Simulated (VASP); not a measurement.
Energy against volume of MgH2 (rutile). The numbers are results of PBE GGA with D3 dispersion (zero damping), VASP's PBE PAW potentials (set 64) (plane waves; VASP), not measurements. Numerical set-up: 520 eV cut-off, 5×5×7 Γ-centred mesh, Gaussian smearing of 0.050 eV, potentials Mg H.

Shape and ions are relaxed at each volume.

```tsv
V (Å³/atom)	E (eV/atom)
9.540	-3.06405
9.835	-3.06542
10.130	-3.06400
10.425	-3.06019
```

Question: Fit these four points and predict the energy of the run at 9.245 Å³/atom.

Answer: A cubic in V^(−2/3), the third-order Birch-Murnaghan form, passes through the four points with V0 = 9.82 Å³/atom and B0 = 51 GPa, and gives -3.0594 eV/atom there. The run gave -3.0596 eV/atom, -0.1 meV/atom from the fit; all five points give B0 = 50 GPa.

The compound is MgH2 in the rutile structure. It was relaxed first.
